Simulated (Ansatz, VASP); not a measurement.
# BiB in two plane-wave programs, part 2 of 2

Aim: how closely do two programs agree when they are given the same cell, functional and k mesh? The cell is invented: As first built, before any earlier steps moved the atoms (in the runner's words): it takes the BP structure with some of its atoms replaced by other elements, volume scaled by an estimate. It may not be a known or stable phase. The cell is taken from a series of VASP runs on this material, whose earlier steps may have relaxed, scaled or displaced it; both programs get it as it stands.

VASP 6.6.1 and Ansatz 0.2.0.

So far: The structure; VASP: band structure, r2SCAN0.

## Step 3: Ansatz: band structure, r2SCAN0

Level of this step: Ansatz beside VASP: Kohn-Sham DFT, plane waves, r2SCAN0 (Ansatz).

Ansatz runs on its default PAW (the set named soft_2) files.

The same cell, functional, mesh and smearing now go to Ansatz, which takes its cutoff from its data sets.

Input file input.yaml:

```yaml
crystal:
  lattice:
    - [0.0, 2.761376127, 2.761376127]
    - [2.761376127, 0.0, 2.761376127]
    - [2.761376127, 2.761376127, 0.0]
  atoms:
    - { symbol: Bi, position: [0.25, 0.25, 0.25] }
    - { symbol: B, position: [0.0, 0.0, 0.0] }
hamiltonian:
  xc: r2scan0
  pseudopotentials: { kind: paw }
kpoints:
  mp_grid: { grid: [4, 4, 4] }
  band_path:
    path:
      - [0.0, 0.0, 0.0]
      - [0.5, 0.0, 0.5]
      - [0.5, 0.2, 0.7]
      - [0.4, 0.35, 0.75]
      - [0.15, 0.15, 0.3]
      - [0.2, 0.2, 0.2]
      - [0.55, 0.4, 0.55]
      - [0.6, 0.25, 0.65]
      - [0.5, 0.25, 0.75]
      - [0.5, 0.5, 0.5]
      - [0.375, 0.375, 0.75]
      - [0.5, 0.0, 0.5]
    npoints: 1
scf:
  occupations: { method: gaussian, width: 0.02 }
  n_extra_bands: 7
output:
  forces: true
  stress: true
  eigenvalues: true
  write_density: true
  write_potential: true
  elf: true
  volumetric_format: npy
```

Launch:

```bash
ansatz run input.yaml --threads 4 --pin off --max-ram 9216MiB --backend cpu --events-out ev --progress --plain --runs-dir out
```

Numbers of over 12 decimals in the logs are rounded to 6 here.

The program printed:

```text
Warning: output.stress: scf.convergence.dr2_threshold = 1e-7 eV (the SCF's general default) is looser than the 2e-10 eV advised for a printed stress (1e-10 eV for each atom of the cell: 2). What an SCF threshold leaves in a stress goes as its square root, and in the free energy as the threshold itself, and one threshold admits the most on a small cell: [figures from the program's tests cut] Set scf.convergence.dr2_threshold to 2e-10 eV or tighter. The threshold is an SCF's pass mark: one that does not reach it within its budget of iterations ends unconverged, or closes short of it on a stop that the run arms, and scf.convergence.dr2_threshold's page says what that costs each kind of run
Warning: output.stress: scf.exx.energy_threshold = 1e-6 eV is looser than the 2e-8 eV advised for a stress under a hybrid functional (1e-8 eV for each atom of the cell: 2). Every SCF of the exchange loop can meet its threshold on dr2 while the loop round them stops early: no threshold on dr2 bounds what that leaves in the stress. Set scf.exx.energy_threshold to 2e-8 eV or tighter. The threshold is the loop's pass mark: a loop that does not reach it within its budget of cycles ends unconverged, and scf.exx.energy_threshold's page has the law
scf.n_extra_bands = 7 over 9 filled bands (N_el = 18.0): the run solves 16 bands
Engine: ansatz 0.2.0, aarch64-unknown-linux-gnu
Pseudopotentials: kind: paw
Pseudopotential: Bi, paw, valence charge 15, recommended cutoff 500 eV (meta_gga), Bi.paw.azcp
Pseudopotential: B, paw, valence charge 3, recommended cutoff 500 eV (meta_gga), B.paw.azcp
Functional definition: r2SCAN0
  parameter a = 0.25
  parameter k0 = 0.174
  parameter k1 = 0.065
  parameter a1 = 4.9479
  exchange = (1 - a)*r2scan_x(k0 = k0, k1 = k1, a1 = a1) + a*exact_x
  correlation = r2scan_c
Crystal: 2 atoms, lattice volume = 42.112 Å³
Basis set: ecut = 500 eV, 1067 PW (Γ), exchange–correlation on 120×120×120 points (64 copies of the dense FFT grid, shifted against one another)
Bands: 16, of which v1, the nominal top of the filled ones, is band 9 counted from 1 (8 counted from 0)
Symmetry: 24 space group operations
Space group: F-43m (ITA 216), of the structure as read, at distance tolerance 3.5e-5 Å
k-points: 8 of 64 (time reversal used)
Non-local potential: Bi, projectors of the file, l = 0: 2, l = 1: 2, l = 2: 2, l = 3: 2
Non-local potential: B, projectors of the file, l = 0: 2, l = 1: 2, l = 2: 1
PAW form: soft (Blöchl's): semilocal exchange-correlation on the pseudo side does not see the compensation charge
PAW frozen core: Bi, regenerated for the run's functional, and the local potential with it (the file was generated under x = pbe(κ = 0.804, μ = 0.219515), c = pbe(β = 0.066725))
PAW frozen core: B, regenerated for the run's functional, and the local potential with it (the file was generated under x = pbe(κ = 0.804, μ = 0.219515), c = pbe(β = 0.066725))
PAW one-centre angular grid: Bi, 590 points (default); XC on 160 Gauss nodes
PAW one-centre angular grid: B, 302 points (default); XC on 160 Gauss nodes
Initial density: superposition of atomic densities (neutral atoms: chi_scale 0, normalization atom), corrected by the library's trained network
Initial wavefunctions: pseudopotential atomic-orbital guess
Functional: x = r2scan, c = r2scan; τ floored in thin density (d = 2e-4 eV/Å³), warm-up for x = 0.75 r2scan + 0.25 exact, c = r2scan; τ floored in thin density (d = 2e-4 eV/Å³)
SCF iter   1: F=—  HF=-12565.839393 eV  |F-HF|=—  |Δ(HF+E_count)|=         —  Δρ=5.47e-3  dr2=1.22e-2  dr2_τ=6.21e-2  ethr=1.77e-3  ⟨swp⟩=12.2  Hψ=691  notcnv=0
preconditioner: auto → none  [insulator: Δε(μ)=0.221 eV  Ē_g=23.293 eV  σ=0.020 eV  W_gap=1.00  n_scr=14 (ndim 8)  ℏωp=24.3 eV  f_vac=0.010  D(μ)=0.00/eV (n_scr^D=0)]
SCF iter   2: F=—  HF=-12565.860324 eV  |F-HF|=—  |Δ(HF+E_count)|=   2.09e-2  Δρ=2.16e-3  dr2=1.46e-3  dr2_τ=1.16e-4  ethr=6.76e-5  ⟨swp⟩=4.6  Hψ=375  notcnv=0  defer=1
SCF iter   3: F=—  HF=-12565.860725 eV  |F-HF|=—  |Δ(HF+E_count)|=   4.01e-4  Δρ=1.17e-3  dr2=3.04e-4  dr2_τ=1.34e-5  ethr=8.11e-6  ⟨swp⟩=3.0  Hψ=267  notcnv=0
iter 4 solved again at ethr=8.98e-9 eV; its pass at ethr=1.69e-6 eV (dr2=1.62e-6 eV) is discarded
SCF iter   4: F=-12565.860912 eV  HF=-12565.860912 eV  |F-HF|=4.44e-7  |Δ(HF+E_count)|=   1.87e-4  Δρ=8.46e-5  dr2=1.74e-6  dr2_τ=3.05e-7  ethr=8.98e-9  ⟨swp⟩=4.0  Hψ=569  notcnv=0
SCF 1 stopped early in 4 iterations: F = -12565.860912 eV  dr2 = 1.74e-6
  greatest PAW one-centre occupation: 0.985 electrons in one spin orbital (limit 2), on the Bi atom at site 0 (counted from 0), in its partial waves of l = 2
Initial density: handed on by an earlier stage of this run
Initial wavefunctions: those handed on with the density
Functional: x = 0.75 r2scan + 0.25 exact, c = r2scan; τ floored in thin density (d = 2e-4 eV/Å³)
Frozen-core exchange: fock
SCF iter   1: F=—  HF=-12563.354826 eV  |F-HF|=—  |Δ(HF+E_count)|=         —  Δρ=3.76e-3  dr2=8.48e-3  dr2_τ=2.79e-4  ethr=9.69e-8  ⟨swp⟩=9.2  Hψ=784  notcnv=0
preconditioner: auto → none  [insulator: Δε(μ)=1.482 eV  Ē_g=15.375 eV  σ=0.020 eV  W_gap=1.00  n_scr=14 (ndim 8)  ℏωp=16.2 eV  f_vac=0.009  D(μ)=0.00/eV (n_scr^D=0)]
SCF iter   2: F=—  HF=-12563.352324 eV  |F-HF|=—  |Δ(HF+E_count)|=   2.50e-3  Δρ=7.02e-4  dr2=5.85e-4  dr2_τ=7.61e-6  ethr=9.69e-8  ⟨swp⟩=5.0  Hψ=487  notcnv=0
SCF iter   3: F=—  HF=-12563.355705 eV  |F-HF|=—  |Δ(HF+E_count)|=   3.38e-3  Δρ=4.97e-4  dr2=9.16e-5  dr2_τ=2.18e-6  ethr=9.69e-8  ⟨swp⟩=4.8  Hψ=423  notcnv=0
SCF iter   4: F=—  HF=-12563.355697 eV  |F-HF|=—  |Δ(HF+E_count)|=   8.59e-6  Δρ=1.15e-4  dr2=1.36e-5  dr2_τ=9.96e-8  ethr=9.69e-8  ⟨swp⟩=3.1  Hψ=234  notcnv=0
SCF iter   5: F=-12563.355765 eV  HF=-12563.355766 eV  |F-HF|=1.07e-6  |Δ(HF+E_count)|=   6.89e-5  Δρ=7.08e-5  dr2=2.37e-6  dr2_τ=2.94e-8  ethr=1.82e-8  ⟨swp⟩=4.0  Hψ=311  notcnv=0
SCF 2 stopped early in 5 iterations: F = -12563.355765 eV  dr2 = 2.37e-6
  greatest PAW one-centre occupation: 0.986 electrons in one spin orbital (limit 2), on the Bi atom at site 0 (counted from 0), in its partial waves of l = 2
hybrid outer 1: dexx = +3.918e-3 eV, tail = 1.10e-5 eV
Frozen-core exchange: fock
SCF iter   1: F=—  HF=-12563.355789 eV  |F-HF|=—  |Δ(HF+E_count)|=         —  Δρ=1.83e-5  dr2=1.38e-7  dr2_τ=5.35e-9  ethr=3.06e-7  ⟨swp⟩=4.0  Hψ=318  notcnv=0
preconditioner: auto → none  [insulator: Δε(μ)=1.536 eV  Ē_g=15.381 eV  σ=0.020 eV  W_gap=1.00  n_scr=14 (ndim 8)  ℏωp=16.2 eV  f_vac=0.009  D(μ)=0.00/eV (n_scr^D=0)]
SCF iter   2: F=—  HF=-12563.355789 eV  |F-HF|=—  |Δ(HF+E_count)|=   2.79e-7  Δρ=1.15e-5  dr2=4.18e-8  dr2_τ=1.99e-9  ethr=6.54e-10  ⟨swp⟩=4.6  Hψ=320  notcnv=0
SCF iter   3: F=-12563.355789 eV  HF=-12563.355789 eV  |F-HF|=3.19e-9  |Δ(HF+E_count)|=   1.52e-9  Δρ=4.49e-6  dr2=5.26e-9  dr2_τ=2.09e-10  ethr=1.97e-10  ⟨swp⟩=3.0  Hψ=228  notcnv=0  defer=1
SCF 3 converged in 3 iterations: F = -12563.355789 eV  dr2 = 5.26e-9
  Residual-converged pass: ⟨swp⟩=3.8  Hψ=280  notcnv=0  max |occ|·‖R‖ = 2.3e-6 eV (tolerance 2.4e-6 eV)  dr2=5.23e-9  dr2_τ=1.97e-10  dr2_onsite=1.28e-9  max |Δocc| = 0.0e0
hybrid outer 2: dexx = +1.601e-7 eV, tail = 1.54e-8 eV, Δε = 1.30e-3 eV (about 7.54e-5 eV left of the loop's levels)
NSCF: frozen V_eff on 12 k-points
hybrid SCF converged: 2 outer / 8 inner (+4 warm-up), last move |dexx| = 1.60e-7 eV, tail = 1.54e-8 eV
Stability not checked: this state was not tested for a lower state beside it, because the functional holds exact exchange (a hybrid, or Hartree-Fock), whose exchange loop this test does not read (fock_operator; see scf.lower_state_search)
Free energy (F): -12563.355789 eV
Frozen-core exchange: fock
Harris-Foulkes:  -12563.355789 eV  (|F-HF|=3.19e-9)
Internal energy: -12563.355789 eV  (E = F + TS)
E sigma→0 (E₀):  -12563.355789 eV
Fermi energy:    10.438217 eV
--- Per-component energies (eV) ---
  E_band       = -136.871562
  E_kinetic    = 345.728744
  E_local      = -1564.368075  (includes V_loc(G=0)·N_el)
  E_nonlocal   = 572.973894
  E_hartree    = 512.139652
  E_xc         = -130.961039
  E_vxc        = -147.123390  (∫ρ·V_xc dr)
  E_exx        = -47.437190  (= α·E_x^exact, valence–valence)
  E_paw        = -10759.392617  (= ΣΔE_a)
  E_vpaw       = -281.837361  (= ΣTr[D̂ρ^β])
  E_aug_tail   = -0.000274  (compensation charges beyond the density's cutoff)
  E_vtau       = 8.349660  (kinetic-family band-sum trace: ∫τ·v_τ [+ j·A + Jᵃ·Aᵃ] dr)
  E_ewald      = -1492.738907
  E_core_change = 0.700021  (= ΣΔE_core)
  E_smearing   = -0.000000  (= −TS)
  E_closure    = -0.000000  (closes the sum)
  Σ components = -12563.355789   (vs F -12563.355789, Δ=0.00e0)
--- Forces (eV/Å), atoms counted from 1 ---
  atom   1  Bi    -0.00000000     0.00000000    -0.00000000
  atom   2  B      0.00000000    -0.00000000    -0.00000000
  max |Σ_I F_I| component: 3.15e-16 eV/Å
--- Stress (GPa, compression-positive) ---
       -3.996797      -0.000000      -0.000000
       -0.000000      -3.996797       0.000000
       -0.000000       0.000000      -3.996797
  P = ⅓ Tr σ = -3.9968 GPa (-39.968 kbar)
--- Band table (eV; the first three rows and the last of 8) ---
  k-point 0: bands = [... 5 lower, -6.2387, 9.6698, 9.6698, 9.6698, 11.2063, 13.7938, 13.7938, 13.7938, ... 3 higher]
  k-point 1: bands = [... 5 lower, -5.3618, 4.3584, 8.5554, 8.5554, 11.7058, 15.0445, 15.0445, 16.1969, ... 3 higher]
  k-point 2: bands = [... 5 lower, -3.8651, 0.8640, 7.8272, 7.8272, 11.3044, 15.3467, 15.3467, 17.5709, ... 3 higher]
  k-point 7: bands = [... 5 lower, -2.6804, 0.9013, 4.5920, 5.0261, 14.7246, 15.1866, 16.3202, 17.2671, ... 3 higher]
```

Wall time 19 s (4 threads of Arm Neoverse V1, shared host); peak memory 0.75 GiB.

## Step 4: Comparison

Known differences besides the potentials themselves: exact exchange at q = 0 is treated differently, which shows on coarse meshes; VASP keeps PBE cores, Ansatz makes them for the functional; the cutoff is 500 eV in Ansatz and 420 eV in VASP; VASP takes a coarser grid for exact exchange (PRECFOCK = Fast). Total energies have different zeros and are not compared.

Both answers:

```csv
quantity,Ansatz,VASP,difference
gap over the path points (eV),1.536,1.553,-0.017
```

Levels at points of the path, from each program's valence-band top (eV; 3 filled, then empty):

```csv
k (reciprocal lattice),Ansatz,VASP
0.000 0.000 0.000,0.00 0.00 0.00 1.54 4.12 4.12,0.00 0.00 0.00 1.55 4.13 4.13
0.500 0.000 0.500,-9.09 -3.94 -3.94 2.10 2.28 10.54,-9.10 -3.94 -3.94 2.11 2.29 10.55
0.500 0.200 0.700,-8.80 -4.98 -4.58 4.62 4.79 7.42,-8.80 -4.97 -4.59 4.61 4.80 7.43
0.400 0.350 0.750,-8.76 -5.42 -3.49 2.81 5.33 8.63,-8.76 -5.41 -3.50 2.81 5.33 8.64
0.150 0.150 0.300,-4.71 -2.62 -0.69 3.07 5.03 5.13,-4.71 -2.61 -0.69 3.08 5.02 5.13
0.200 0.200 0.200,-4.16 -0.83 -0.83 2.17 5.10 5.10,-4.16 -0.84 -0.84 2.19 5.10 5.10
0.550 0.400 0.550,-8.65 -3.62 -2.29 2.91 5.27 6.54,-8.66 -3.62 -2.30 2.92 5.28 6.54
0.600 0.250 0.650,-8.76 -5.42 -3.49 2.81 5.33 8.63,-8.76 -5.41 -3.50 2.81 5.33 8.64
0.500 0.250 0.750,-8.77 -5.08 -4.64 5.05 5.52 6.65,-8.77 -5.07 -4.64 5.05 5.53 6.65
0.500 0.500 0.500,-8.81 -1.84 -1.84 1.64 5.68 5.68,-8.81 -1.85 -1.85 1.64 5.69 5.69
```

Among the levels compared at these points, filled levels agree within 13 meV and empty ones within 19 meV.

## Step 5: Results

| Property | Result |
| --- | --- |
| difference in gap over the path points (band structure, r2SCAN0) | -0.017 eV |

What this shows: The difference in gap over the path points is -0.017 eV (band structure, r2SCAN0), within the 0.08 eV picked in this series as the mark of a large difference. How closely two codes agree says nothing of how well the functional describes the real material.

[Lines on the potential files, build, host, timing and source positions are cut from VASP's logs without a mark.]

[Logs are printed without paths, hosts, clocks, repeated set-up lines and the standing remarks that a program may print on its own settings, such as how far it seeks lower states.]

[Hosts, paths, dates, database ids (printed as entryN), source tags and the programs' standing remarks are cut or masked in the printed files.]
